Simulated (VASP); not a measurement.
Method: r2SCAN meta-GGA, VASP's PBE PAW potentials (set 64) (plane waves; VASP).

VASP ran on this input.

**KPOINTS**
```
Automatic mesh
0
Gamma
 4 6 1
```

**INCAR**
```
! general
SYSTEM =GaN(100) slab
PREC   =Normal
ENCUT  =450
LREAL  =.FALSE.
LASPH  =.TRUE.

! electronic loop
EDIFF  =1E-6
NELM   =100
NELMIN =4
ALGO   =Normal
LMAXMIX=4   ! l cut-off of mixed one-centre charges
LMIXTAU=.TRUE.

! smearing
ISMEAR =0   ! Gaussian
SIGMA  =0.05   ! width (eV)

! functional
METAGGA=R2SCAN

! output
LWAVE  =.FALSE.
LCHARG =.FALSE.
LORBIT =11
LVHAR  =.TRUE.

! other
LDIPOL =.TRUE.
IDIPOL =3
DIPOL  =0.5 0.5 0.5
```

**POSCAR**
```
GaN(100) slab
1
    5.1911628772     0.0000000000     0.0000000000
    0.0000000000     3.1892953867     0.0000000000
    0.0000000000     0.0000000000    26.0447299194
Ga N
8 8
Direct
  0.0286613670   0.0000000000   0.6668658747
  0.4941107979   0.5000000000   0.6455459292
  0.9990885869   0.5000000000   0.5691060501
  0.4949039889   0.0000000000   0.5365174621
  0.9949039889   0.0000000000   0.4634825379
  0.4990885869   0.5000000000   0.4308939499
  0.9941107979   0.5000000000   0.3544540708
  0.5286613670   0.0000000000   0.3331341253
  0.3748509370   0.0000000000   0.6763199237
  0.8697777623   0.5000000000   0.6424117939
  0.3740223416   0.5000000000   0.5710282592
  0.8725842183   0.0000000000   0.5353355354
  0.3725842183   0.0000000000   0.4646644646
  0.8740223416   0.5000000000   0.4289717408
  0.3697777623   0.5000000000   0.3575882061
  0.8748509370   0.0000000000   0.3236800763
```

POTCAR, in this order: Ga_d N (PBE.64 set). Program: vasp_std. Read from the step before: WAVECAR.

### Question
What does the run give for the energy per atom (σ→0), band gap (on the k-mesh)?

### Answer

```
Item                                Value
------------------------  ---------------
energy per atom (σ→0)     -10.712 eV/atom
band gap (on the k-mesh)          1.90 eV
```

### OSZICAR
```
...
DAV:   1    -0.171386010469E+03   -0.17139E+03   -0.14183E-06  1412   0.729E-03    0.354E-04
DAV:   2    -0.171386018906E+03   -0.84370E-05   -0.12672E-06  1380   0.656E-03    0.168E-04
DAV:   3    -0.171386007606E+03    0.11300E-04   -0.54334E-07  1316   0.424E-03    0.798E-05
DAV:   4    -0.171386012892E+03   -0.52866E-05   -0.52530E-07  1316   0.378E-03    0.692E-05
DAV:   5    -0.171386007534E+03    0.53585E-05   -0.18166E-07  1256   0.233E-03    0.686E-05
DAV:   6    -0.171386008776E+03   -0.12423E-05   -0.28271E-08  1268   0.118E-03    0.720E-05
DAV:   7    -0.171386008790E+03   -0.13857E-07   -0.11642E-07  1230   0.178E-03
   1 F= -.17138601E+03 E0= -.17138601E+03  d E =-.324937E-12
```

The cell is a thin slab with vacuum, built from GaN (wurtzite): (100) face.
